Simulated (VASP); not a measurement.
Consider the following.

```
LiH
1.0
    0.00000     1.95838     1.95838
    1.95838     0.00000     1.95838
    1.95838     1.95838     0.00000
Li H
1 1
Direct
  0.00000   0.00000   0.00000
  0.50000   0.50000   0.50000
```

Level of theory: PBE GGA, VASP's PBE PAW potentials (set 64) (plane waves; VASP). Numerical set-up: 520 eV cut-off, 11×11×11 Γ-centred mesh, Gaussian smearing of 0.050 eV, potentials Li_sv H.

### Question
Predict the energy per atom (σ→0), pressure.

### Answer

```json
{
  "energy per atom (σ→0)": "-3.059 eV/atom",
  "pressure": "2.50 GPa"
}
```

Only differences to runs with the same potentials and settings are physical.

The compound is LiH in the rock salt structure. This cell is one point of a volume scan, at 0.94 of the reference volume.
